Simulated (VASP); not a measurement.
Energy against volume of PbSe (rock salt). Method: MS2 meta-GGA, VASP's PBE PAW potentials (set 64) (plane waves; VASP 6.6.1).

```
V (Å³/atom)  E (eV/atom)
-----------  -----------
27.124           5.40495
27.990           5.38980
28.856           5.38469
29.721           5.38823
30.587           5.39899
```

**Question.** Fit a third-order Birch-Murnaghan equation of state.

**Answer.** 
```
Item                                              Value
---------------------------------------  --------------
volume per atom                          28.91 Å^3/atom
bulk modulus                                   52.3 GPa
pressure derivative of the bulk modulus            4.42
lattice constant a                              6.138 Å
```

Measured: a 6.105 Å at 120 K (computed value off by +0.5 %), as given by Noda, Masumoto, Ohba, Saito, Toriumi, Iwata, Shibuya, Acta Cryst. C 43, 1443 (1987), by a structure database's card. The calculation is for a static lattice, while the measured a holds thermal and zero-point effects, which are part of the difference.

The compound is PbSe in the rock salt structure. It was relaxed first.
